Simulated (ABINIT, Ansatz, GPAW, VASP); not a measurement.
## One calculation of HfB, 4 ways

```
Hf B
1.0
     0.00000    2.31000    2.31000
     2.31000    0.00000    2.31000
     2.31000    2.31000    0.00000
Hf B
1 1
Direct
  0.50000 0.50000 0.50000
  0.00000 0.00000 0.00000
```

Alike in all runs: task single point; functional PBEsol; k mesh 10 × 10 × 10; occupations fermi-dirac, width 0.05 eV; no spin polarisation; no spin-orbit coupling. Pressure is positive in compression and, in plane waves, holds the error of the finite cutoff.

```tsv
program and potentials	plane-wave cutoff (eV)	notes	band gap (eV)	pressure (GPa)
ABINIT, PseudoDojo NC SR PBEsol v0.4.1 standard	1034	7.5 valence electrons an atom on average	no gap	24.62
Ansatz, all-electron LAPW, scalar-relativistic	-	-	no gap	23.25
GPAW, PAW data sets generated for this functional	800	7.5 valence electrons an atom on average	no gap	25.59
VASP, PBE PAW files B, Hf_pv, 520 eV	520	potentials made for PBE; 6.5 valence electrons an atom on average	no gap	24.33
```

None finds a gap. The pressure spans 23.25 (Ansatz, all-electron LAPW, scalar-relativistic) to 25.59 GPa (GPAW, PAW data sets generated for this functional), with all-electron results at 23.25. The cell lies far from this level's equilibrium.

The functional is the same throughout but for its coding, so the spread measures potentials, basis and numerics; runs on potential files found faulty are left out.

All four calculations give a metal, as the electron count requires: with an odd number of electrons in the primitive cell and no spin polarisation, at least one band must stay partly filled. In rocksalt HfC the bonding states of carbon p and hafnium d character are essentially full. Boron brings an electron less, so the Fermi level here probably falls within the corresponding bonding manifold, with metallic Hf d–d interaction contributing as well.

The positive pressure means that the lattice would expand if released, and this sign is far outside the scatter between the programs. All three calculations with potentials or PAW data lie above the all-electron value, yet the ordering follows neither the match of functional nor the size of the valence space: VASP comes closest at 24.33 GPa and GPAW lies farthest away. Partial cancellation of errors may therefore contribute to the VASP agreement. Nothing here shows whether the rocksalt monoboride would survive decomposition into hafnium and the well-known diboride.
